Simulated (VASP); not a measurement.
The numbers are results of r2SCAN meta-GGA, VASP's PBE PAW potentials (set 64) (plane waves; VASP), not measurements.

VASP input:

INCAR:
```
SYSTEM = SnSe
PREC = Accurate
ENCUT = 400
EDIFF = 1E-6
NELM = 100
ALGO = Normal
LREAL = .FALSE.
LASPH = .TRUE.
ISMEAR = 0
SIGMA = 0.05
METAGGA = R2SCAN
LMIXTAU = .TRUE.
LMAXMIX = 4
LWAVE = .FALSE.
LCHARG = .FALSE.
IBRION = 2
ISIF = 3
NSW = 60
EDIFFG = -0.02
```

**KPOINTS**
```
Automatic mesh
0
Gamma
5 5 2
0 0 0
```

### POSCAR
```
SnSe
1
    4.2949142378    -0.0000000000    -0.0000000000
    0.0000000000     4.2949142378    -0.0000000000
   -0.0000000000     0.0000000000    10.9561405647
Sn Se
2 2
Direct
  0.5000000000   0.0000000000   0.3712665422
  0.0000000000   0.5000000000   0.6287334578
  0.5000000000   1.0000000000   0.6158280591
  0.0000000000   0.5000000000   0.3841719409
```

POTCAR, in this order: Sn_d Se (PBE.64 set). Program: vasp_std.

The cell holds a wide vacuum, so values per volume refer to the whole cell.

Problem. What does the run give for the energy per atom (σ→0)?

Solution. 
* **energy per atom (σ→0)**: -19888 meV/atom

File OSZICAR:
```
...
DAV:   7    -0.795530743227E+02   -0.79509E-04   -0.29903E-04   576   0.124E-01    0.328E-03
DAV:   8    -0.795530519808E+02    0.22342E-04   -0.27883E-05   624   0.392E-02    0.253E-03
DAV:   9    -0.795531204823E+02   -0.68502E-04   -0.32573E-05   536   0.398E-02    0.145E-03
DAV:  10    -0.795531328878E+02   -0.12406E-04   -0.20269E-05   592   0.383E-02    0.115E-03
DAV:  11    -0.795531573446E+02   -0.24457E-04   -0.39088E-05   600   0.514E-02    0.724E-04
DAV:  12    -0.795531404946E+02    0.16850E-04   -0.14016E-05   576   0.320E-02    0.314E-04
DAV:  13    -0.795531405825E+02   -0.87953E-07   -0.26259E-06   464   0.145E-02
   8 F= -.79553141E+02 E0= -.79553141E+02  d E =-.511124E-03
```

The cell is a sheet with vacuum, built from a database entry that may be metastable or hypothetical.
